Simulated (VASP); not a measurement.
Given:

```yaml
crystal:
  lattice:
    - [1.62347, -2.81194, 0.01218]
    - [1.62347, 2.81194, 0.01218]
    - [0.03907, 0.00000, 5.20979]
  atoms:
    - { symbol: Zn, position: [0.66667, 0.33333, 0.50030] }
    - { symbol: Zn, position: [0.33333, 0.66667, 0.00030] }
    - { symbol: O, position: [0.66667, 0.33333, 0.88170] }
    - { symbol: O, position: [0.33333, 0.66667, 0.38170] }
```

All values below come from r2SCAN meta-GGA, VASP's PBE PAW potentials (set 64) (plane waves; VASP 6.6.1). Run with 600 eV cut-off, 8×8×4 Γ-centred mesh, Gaussian smearing of 0.050 eV, potentials Zn O.

### Question
What does the run give for the energy per atom (σ→0)?

### Answer

The energy per atom (σ→0) comes out as -876.1 kJ/mol of atoms.

Total energies compare only between runs with the same potentials, cut-off and functional.

The compound is ZnO in the wurtzite structure. This cell was strained or had an atom moved on purpose.
